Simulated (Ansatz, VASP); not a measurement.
BiO4 in VASP and in Ansatz

```xyz
5
Lattice="-2.5495 2.5495 2.5495 2.5495 -2.5495 2.5495 2.5495 2.5495 -2.5495" Properties=species:S:1:pos:R:3 pbc="T T T"
Bi    0.0000    0.0000    0.0000
O     1.2747    1.2747    1.2747
O    -1.2747    1.2747    1.2747
O     1.2747    1.2747   -1.2747
O     1.2747   -1.2747    1.2747
```

Change from the starting cell: species swapped into the GeF4 type (I-43m, No. 217).

Alike in both runs: functional PBE; k mesh 10 × 10 × 10; occupations gaussian, width 0.1 eV; no spin polarisation.

Ansatz relaxed the structure, and its values are those at the end. VASP's run is a single point on that final structure, the one shown.

```csv
,VASP,Ansatz
version,VASP 6.6.1,Ansatz 0.2.0
potentials or method,"VASP PAW PBE potentials, release 64 (Bi_d, O)","scalar-relativistic, plane waves, PAW"
plane-wave cutoff (eV),520,420
valence electrons in the cell,39,39
```

|  | VASP | Ansatz | Ansatz less VASP |
| --- | --- | --- | --- |
| gap on the k mesh at the Fermi level (eV) | none | none | - |
| pressure (GPa) | 0.3 | 0.0 | -0.27 |

A gap of «none» marks a metal or a gap that the smearing closes.

Caveats: spin-orbit coupling is left out, which moves the levels of the heavy elements; an odd number of electrons without spin polarisation forces a metal; a magnetic or distorted state may lie lower.
